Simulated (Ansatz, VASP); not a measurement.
**Sb: VASP beside Ansatz**

One calculation is typed for both programs; each brings its own data sets and cutoff. How far apart do they land? The cell is taken from a series of VASP runs on this material, whose earlier steps may have relaxed, scaled or displaced it; both programs get it as it stands.

Calculated with Ansatz 0.2.0; plane waves, with VASP 6.6.1 beside it; relaxation of cell and atoms at LDA.

## Step 1: The starting structure

It takes space group R-3m (No. 166, trigonal). Conventional cell: a = 4.300 Å, b = 4.300 Å, c = 10.943 Å, α = 90.00°, β = 90.00°, γ = 120.00°. Nearest to Sb lie 6 Sb at 2.92 to 3.26 Å.

## Step 2: VASP: relaxation of cell and atoms, LDA

The relaxed volume is the usual yardstick between codes: its relative difference is about their pressure difference at one cell divided by the bulk modulus.

Lines of VASP's logs that name or quote its potential files are left out, and so is its time.

INCAR reads:

```
SYSTEM = Sb
PREC = Accurate
ENCUT = 520
EDIFF = 1E-07
NELM = 100
ISMEAR = 1
SIGMA = 0.15
LREAL = .FALSE.
ALGO = Normal
GGA = CA
NBANDS = 11
LORBIT = 11
LWAVE = .FALSE.
LCHARG = .FALSE.
KPAR = 4
IBRION = 2
NSW = 50
ISIF = 3
EDIFFG = -0.005
LASPH = .TRUE.
```

POSCAR reads:

```
Sb
1.0
    2.1499124815      1.2412525499      3.6476760127
   -2.1499124815      1.2412525499      3.6476760127
    0.0000000000     -2.4825050998      3.6476760127
Sb
2
Direct
    0.7633410958      0.7633410958      0.7633410958
    0.2366589042      0.2366589042      0.2366589042
```

KPOINTS reads:

```
Automatic mesh
0
Gamma
14 14 14
0 0 0
```

The projector-augmented-wave data sets are Sb (LDA family, release 64).

Command:

```
$ mpirun -np 4 vasp_std
```

Numbers of over 12 decimals in the logs are rounded to 6 here.

The log of the run:

```text
[banner, memory and clock lines left out]
running    4 mpi-ranks, on    1 nodes
 distrk:  each k-point on    1 cores,    4 groups
 distr:  one band on    1 cores,    1 groups

 POSCAR found type information on POSCAR Sb
 POSCAR found :  1 types and       2 ions
 LDA part: xc-table for (Slater(with rela. corr.)+CA(PZ))
 , standard interpolation
 POSCAR, INCAR and KPOINTS ok, starting setup
 FFT: planning ... GRIDC
 FFT: planning ... GRID_SOFT
 FFT: planning ... GRID
 WAVECAR not read
 entering main loop
       N       E                     dE             d eps       ncg     rms          rms(c)
DAV:   1     0.376746970140E+02    0.37675E+02   -0.35627E+03  6336   0.714E+02
DAV:   2    -0.755082312862E+01   -0.45226E+02   -0.43809E+02  8736   0.116E+02
DAV:   3    -0.963137327379E+01   -0.20806E+01   -0.20423E+01  7678   0.283E+01
DAV:   4    -0.965129257846E+01   -0.19919E-01   -0.19909E-01  7140   0.323E+00
DAV:   5    -0.965152423230E+01   -0.23165E-03   -0.23165E-03  7380   0.397E-01    0.321E+00
DAV:   6    -0.963640066716E+01    0.15124E-01   -0.32613E-03  7136   0.311E-01    0.191E+00
DAV:   7    -0.962784976939E+01    0.85509E-02   -0.70425E-03  6912   0.451E-01    0.559E-02
DAV:   8    -0.962786128309E+01   -0.11514E-04   -0.19299E-04  7158   0.999E-02    0.176E-02
DAV:   9    -0.962786494442E+01   -0.36613E-05   -0.13614E-05  7248   0.228E-02    0.591E-03
DAV:  10    -0.962786458182E+01    0.36260E-06   -0.16614E-06  7188   0.713E-03    0.895E-04
DAV:  11    -0.962786461227E+01   -0.30444E-07   -0.15066E-07  5871   0.242E-03
   1 F= -.96278646E+01 E0= -.96282463E+01  d E =-.962786E+01
 curvature:   0.00 expect dE= 0.000E+00 dE for cont linesearch  0.000E+00
 trial: gam= 0.00000 g(F)=  0.230E-06 g(S)=  0.372E-05 ort = 0.000E+00 (trialstep = 0.100E+01)
 search vector abs. value=  0.395E-05
 reached required accuracy - stopping structural energy minimisation
```

From OUTCAR (step 2):

```text
ion  position               nearest neighbor table
   1  0.763  0.763  0.763-   2 2.92   2 2.92   2 2.92   2 3.26   2 3.26   2 3.26
   2  0.237  0.237  0.237-   1 2.92   1 2.92   1 2.92   1 3.26   1 3.26   1 3.26

  LATTYP: Found a trigonal (rhomboedric) cell.
 ALAT       =     4.4122977987
 COS(alpha) =     0.5251658731

 Subroutine GETGRP returns: Found 12 space group operations
 (whereof 12 operations were pure point group operations)

The static configuration has the point symmetry D_3d.

 Found    288 irreducible k-points:

   k-points           NKPTS =    288   k-points in BZ     NKDIM =    288   number of bands    NBANDS=     11

   dimension x,y,z NGX =    36 NGY =   36 NGZ =   36
   dimension x,y,z NGXF=    72 NGYF=   72 NGZF=   72

   ENCUT  =  520.0 eV  38.22 Ry    6.18 a.u.   8.20  8.20  8.20*2*pi/ulx,y,z

   NELECT =      10.0000    total number of electrons

 k-points in reciprocal lattice and weights: Automatic mesh
   0.00000000  0.00000000  0.00000000       0.000
   0.07142857  0.00000000  0.00000000       0.002
   0.14285714  0.00000000 -0.00000000       0.002
   0.21428571  0.00000000 -0.00000000       0.002
   0.28571429  0.00000000  0.00000000       0.002
   0.35714286  0.00000000 -0.00000000       0.002
   0.42857143  0.00000000 -0.00000000       0.002
   0.50000000  0.00000000  0.00000000       0.001
   0.07142857  0.07142857  0.00000000       0.002
[...]
-0.42857143  0.50000000  0.42857143       0.002
   0.50000000  0.50000000  0.50000000       0.000

 average (electrostatic) potential at core
       1 -86.3762       2 -86.3762

 E-fermi :   7.4951

 k-point     1 :       0.0000    0.0000    0.0000
  band No.  band energies     occupation
      1      -5.3771      2.00000
      2       2.8462      2.00000
      3       5.5345      2.00000
      4       5.6699      2.00000
      5       5.6699      2.00000
      6       9.9164     -0.00000
      7      10.3767     -0.00000
      8      10.3767     -0.00000
      9      12.4333      0.00000
     10      12.4333      0.00000
    ...

 k-point     2 :       0.0714    0.0000    0.0000
  band No.  band energies     occupation
      1      -5.3195      2.00000
      2       2.5452      2.00000
      3       5.5546      2.00000
      4       5.6651      2.00000
      5       5.8243      2.00000
      6       9.8401     -0.00000
      7      10.2003     -0.00000
      8      10.2068     -0.00000
      9      12.2107      0.00000
     10      12.4548      0.00000
    ...

 k-point     3 :       0.1429    0.0000   -0.0000
  band No.  band energies     occupation
      1      -5.1472      2.00000
      2       1.8309      2.00000
      3       5.5743      2.00000
      4       5.6560      2.00000
      5       6.1546      2.00000
      6       9.5563     -0.00000
      7       9.7449     -0.00000
      8       9.7806     -0.00000
      9      12.0123      0.00000
     10      12.5291      0.00000
    ...

  Total        0.0079680      0.0079680     -0.0052361      0.0000000      0.0000000      0.0000000
  in kB        0.2185808      0.2185808     -0.1436377      0.0000000      0.0000000      0.0000000
  external PRESSURE =       0.0978413 kB  Pullay stress =       0.0000000 kB

  energy-cutoff  :      520.00
  volume of cell :       58.40
      direct lattice vectors                 reciprocal lattice vectors
     2.149912481  1.241252550  3.647676013     0.232567606  0.134272970  0.091382385
    -2.149912481  1.241252550  3.647676013    -0.232567606  0.134272970  0.091382385
     0.000000000 -2.482505100  3.647676013     0.000000000 -0.268545940  0.091382385

 POSITION                                       TOTAL-FORCE (eV/Angst)
 -----------------------------------------------------------------------------------
      0.00000      0.00000      8.35326         0.000000      0.000000     -0.001545
      0.00000      0.00000      2.58977         0.000000     -0.000000      0.001545
 -----------------------------------------------------------------------------------
    total drift:                                0.000000      0.000000      0.000000

  FREE ENERGIE OF THE ION-ELECTRON SYSTEM (eV)
  ---------------------------------------------------
  free  energy   TOTEN  =        -9.6278646123 eV

  energy  without entropy=       -9.6290095571  energy(sigma->0) =       -9.62824626

 reached required accuracy - stopping structural energy minimisation

 total charge
# of ion       s       p       d       tot
------------------------------------------
    1        1.222   1.165   0.040   2.427
    2        1.222   1.165   0.040   2.427
--------------------------------------------------
tot          2.444   2.330   0.081   4.855

[... 3 further parts left out ...]
```

The run keeps the 12 symmetry operations of its start, so it cannot find a distortion of lower symmetry.

## Step 3: Ansatz: relaxation of cell and atoms, LDA

Ansatz runs on its default PAW (the set named soft_2) files.

The same cell, functional (in two slightly different forms), mesh and smearing now go to Ansatz, which takes its cutoff from its data sets.

input.yaml reads:

```yaml
crystal:
  lattice:
    - [2.1499124815, 1.2412525499, 3.6476760127]
    - [-2.1499124815, 1.2412525499, 3.6476760127]
    - [0.0, -2.4825050998, 3.6476760127]
  atoms:
    - { symbol: Sb, position: [0.7633410958, 0.7633410958, 0.7633410958] }
    - { symbol: Sb, position: [0.2366589042, 0.2366589042, 0.2366589042] }
hamiltonian:
  xc: lda
  pseudopotentials: { kind: paw }
kpoints:
  mp_grid: { grid: [14, 14, 14] }
scf:
  occupations: { method: methfessel_paxton, width: 0.15 }
relax:
  f_tol: 0.01
  max_steps: 60
  cell: { stress_tol: 0.05 }
output:
  forces: true
  stress: true
```

Command:

```
$ ansatz run input.yaml --threads 4 --pin off --max-ram 9216MiB --backend cpu --events-out ev --progress --plain --runs-dir out
```

The log of the run:

```text
Engine: ansatz 0.2.0, aarch64-unknown-linux-gnu
Pseudopotentials: kind: paw
Pseudopotential: Sb, paw, valence charge 15, recommended cutoff 420 eV (normal), Sb.paw.azcp
Functional definition: SPW92
  exchange = slater_x
  correlation = pw_c
Crystal: 2 atoms, lattice volume = 58.405 Å³
Basis set: ecut = 420 eV, 1153 PW (Γ)
Bands: 19, of which v1, the nominal top of the filled ones, is band 15 counted from 1 (14 counted from 0)
Symmetry: 12 space group operations
Space group: R-3m (ITA 166), of the structure as read, at distance tolerance 3.9e-5 Å
k-points: 288 of 2744
Non-local potential: Sb, projectors of the file, l = 0: 2, l = 1: 2, l = 2: 2, l = 3: 2
PAW form: soft (Blöchl's): semilocal exchange-correlation on the pseudo side does not see the compensation charge
PAW frozen core: Sb, regenerated for the run's functional, and the local potential with it (the file was generated under x = pbe(κ = 0.804, μ = 0.219515), c = pbe(β = 0.066725))
PAW one-centre angular grid: Sb, 590 points (default); XC on 64 Gauss nodes
Initial density: superposition of atomic densities (neutral atoms: chi_scale 0, normalization atom), corrected by the library's trained network
Initial wavefunctions: pseudopotential atomic-orbital guess
Functional: x = slater, c = lda
SCF iter   1: F=—  HF=-12671.645951 eV  |F-HF|=—  |Δ(HF+E_count)|=         —  Δρ=6.46e-3  dr2=1.05e-2  ethr=1.77e-3  ⟨swp⟩=5.8  Hψ=27261  notcnv=0
preconditioner: auto → none  [insulator: Δε(μ)=0.133 eV  Ē_g=8.801 eV  σ=0.150 eV  W_gap=0.67  n_scr=14 (ndim 8)  ℏωp=15.4 eV  f_vac=0.001  D(μ)=0.13/eV (n_scr^D=0)  ε∞_Penn≈4.0]
SCF iter   2: F=—  HF=-12671.640175 eV  |F-HF|=—  |Δ(HF+E_count)|=   5.78e-3  S|Δr|=    0.00e0  Δρ=2.92e-3  dr2=1.99e-3  ethr=3.50e-5  ⟨swp⟩=2.0  Hψ=9641  notcnv=0
SCF iter   3: F=—  HF=-12671.639618 eV  |F-HF|=—  |Δ(HF+E_count)|=   5.58e-4  S|Δr|=    0.00e0  Δρ=6.35e-4  dr2=3.59e-4  ethr=6.64e-6  ⟨swp⟩=2.0  Hψ=9646  notcnv=0
SCF iter   4: F=—  HF=-12671.639472 eV  |F-HF|=—  |Δ(HF+E_count)|=   1.46e-4  S|Δr|=    0.00e0  Δρ=1.12e-4  dr2=6.45e-6  ethr=1.20e-6  ⟨swp⟩=2.0  Hψ=9795  notcnv=0
SCF iter   5: F=—  HF=-12671.639470 eV  |F-HF|=—  |Δ(HF+E_count)|=   1.70e-6  S|Δr|=    0.00e0  Δρ=9.99e-5  dr2=3.42e-6  ethr=2.15e-8  ⟨swp⟩=2.0  Hψ=9842  notcnv=0
SCF iter   6: F=—  HF=-12671.639468 eV  |F-HF|=—  |Δ(HF+E_count)|=   2.13e-6  S|Δr|=    0.00e0  Δρ=2.35e-5  dr2=1.84e-7  ethr=1.14e-8  ⟨swp⟩=2.0  Hψ=9427  notcnv=0
SCF iter   7: F=-12671.639468 eV  HF=-12671.639468 eV  |F-HF|=6.20e-9  |Δ(HF+E_count)|=   1.03e-7  S|Δr|=    0.00e0  Δρ=4.48e-6  dr2=5.71e-9  ethr=3.33e-10  ⟨swp⟩=4.6  Hψ=19860  notcnv=0
SCF 1 converged in 7 iterations: F = -12671.639468 eV  dr2 = 5.71e-9
  greatest PAW one-centre occupation: 0.998 electrons in one spin orbital (limit 2), on the Sb atom at site 1 (counted from 0), in its partial waves of l = 2
relax step   1: F+E_penalty+E_count = -12671.63946825 eV  Δ(F+E_penalty+E_count) = +0.000e0 eV  max|allowed force component| = 5.856e-2 eV/Å  Δτ_max = 0.0000 Å  P = -0.275 GPa  Ω = 58.405 Å³  (7 SCF iters, dr2 threshold 1.00e-7 eV, accepted)
[...]
relax step   2: F+E_penalty+E_count = -12671.63959484 eV  Δ(F+E_penalty+E_count) = -1.266e-4 eV  max|allowed force component| = 4.766e-2 eV/Å  Δτ_max = 0.0089 Å  P = +0.342 GPa  Ω = 58.029 Å³  energy of the carried Pulay correction = +8.841e-5 eV  (4 SCF iters, dr2 threshold 2.00e-7 eV, accepted)
[...]
relax step   3: F+E_penalty+E_count = -12671.63997310 eV  Δ(F+E_penalty+E_count) = -3.783e-4 eV  max|allowed force component| = 4.906e-3 eV/Å  Δτ_max = 0.0038 Å  P = +0.026 GPa  Ω = 58.243 Å³  energy of the carried Pulay correction = +3.798e-5 eV  (4 SCF iters, dr2 threshold 2.00e-7 eV, accepted)
[...]
relax step   4: F+E_penalty+E_count = -12671.63993265 eV  Δ(F+E_penalty+E_count) = +4.045e-5 eV  max|allowed force component| = 4.880e-3 eV/Å  Δτ_max = 0.0000 Å  P = +0.026 GPa  Ω = 58.243 Å³  stress off target by 4.87e-2 GPa  SCF on the basis re-selected at this cell (its energy is not comparable with the rows above)  (4 SCF iters)
basis re-selected at this cell: Δ(F+E_penalty+E_count) = +4.045e-5 eV, ΔP = +0.000 GPa vs the last step (what re-selecting the basis moved, of the pressure what is left beyond the Pulay correction that the steps carried, after the strain that the cell walked since its last selection, with what the two solves' SCF thresholds leave and, on support functions, any second-order correction that the steps lacked; it is no m [...]
SCF converged after 4 iterations
Stability not checked: this state was not tested for a lower state beside it, because cold or Methfessel-Paxton smearing, or corrected tetrahedra, fill the levels in a way that the test cannot read (fill_not_monotonic; see scf.lower_state_search)
Free energy (F): -12671.639933 eV
Harris-Foulkes:  -12671.639933 eV  (|F-HF|=9.09e-12)
Internal energy: -12671.641044 eV  (E = F + TS)
E sigma→0 (E₀):  -12671.640211 eV
Entropy (-TS):   0.001112 eV (0.556 meV/atom)
Fermi energy:    10.252767 eV
--- Per-component energies (eV) ---
  E_band       = -331.209921
  E_kinetic    = 417.640025
  E_local      = -3138.031465  (includes V_loc(G=0)·N_el)
  E_nonlocal   = 732.734599
  E_hartree    = 1421.145734
  E_xc         = -276.453257
  E_vxc        = -195.570699  (∫ρ·V_xc dr)
  E_paw        = -8853.054966  (= ΣΔE_a)
  E_vpaw       = -990.274017  (= ΣTr[D̂ρ^β])
  E_aug_tail   = -0.000004  (compensation charges beyond the density's cutoff)
  E_ewald      = -2976.739358
  E_core_change = 1.117647  (= ΣΔE_core)
  E_smearing   = 0.001112  (= −TS)
  E_closure    = -0.000000  (closes the sum)
  Σ components = -12671.639933   (vs F -12671.639933, Δ=0.00e0)
--- Forces (eV/Å), atoms counted from 1 ---
  atom   1  Sb    -0.00000000     0.00000000     0.00488013
  atom   2  Sb     0.00000000    -0.00000000    -0.00488013
  max |Σ_I F_I| component: 2.78e-17 eV/Å
--- Stress (GPa, compression-positive) ---
        0.015270       0.000000      -0.000000
        0.000000       0.015270      -0.000000
       -0.000000      -0.000000       0.048715
  P = ⅓ Tr σ = 0.0264 GPa (0.264 kbar)
--- Relaxed structure (3 steps of the walk, 3 accepted, 1 SCFs on fresh bases) ---
  F+E_penalty+E_count = -12671.63993265 eV   max|allowed force component| = 4.880e-3 eV/Å   (the final SCF, on the basis selected at the relaxed cell)
  cell:  # Å, volume = 58.2430 Å³
    - [2.146993, 1.239567, 3.647474]
    - [-2.146993, 1.239567, 3.647474]
    - [0, -2.479134, 3.647474]
  atoms:
    - { symbol: Sb, position: [0.763810, 0.763810, 0.763810] }
    - { symbol: Sb, position: [0.236190, 0.236190, 0.236190] }
```

Elapsed: 10 s, on 4 threads of Arm Neoverse V2, shared host; peak memory 0.55 GiB.

## Step 4: Side by side

Known differences besides the potentials themselves: the two LDA forms differ slightly; both relaxations stop at a tolerance, which leaves soft axes loose, and VASP keeps its plane-wave basis; the data sets hold 30 valence electrons in Ansatz (default PAW (the set named soft_2) files) and 10 in VASP; the cutoff is 420 eV in Ansatz and 520 eV in VASP; VASP's log shows a relativistic correction to its local exchange, Ansatz's none; Ansatz adds a Pulay correction to the stress that steers its cell, VASP none. Total energies have different zeros and are not compared.

Both answers:

```csv
quantity,Ansatz,VASP,difference
volume (Å³),58.24,58.40,-0.28 %
"edge a after relaxation, in the typed setting (Å)",4.410,4.412,-0.05 %
```

The walks stopped with 0.03 GPa left in Ansatz and 0.01 GPa in VASP; each walk ends within a tolerance, so the volume difference is uncertain by about these residues over the bulk modulus, most in soft cells.

## Step 5: Results

```yaml
difference_in_volume_relaxation_of_cell_and_atoms_lda: -0.28 %
```

The difference in volume is -0.28 % (relaxation of cell and atoms, LDA), within the 1.2 % picked in this series as the mark of a large difference, as far as the stopping tolerances let one tell. How closely two codes agree says nothing of how well the functional describes the real material.

[Lines on the potential files, build, host, timing and source positions are cut from VASP's logs without a mark.]

[Logs are printed without paths, hosts, clocks, repeated set-up lines and the standing remarks that a program may print on its own settings, such as how far it seeks lower states.]

[Hosts, paths, dates, database ids (printed as entryN), source tags and the programs' standing remarks are cut or masked in the printed files.]
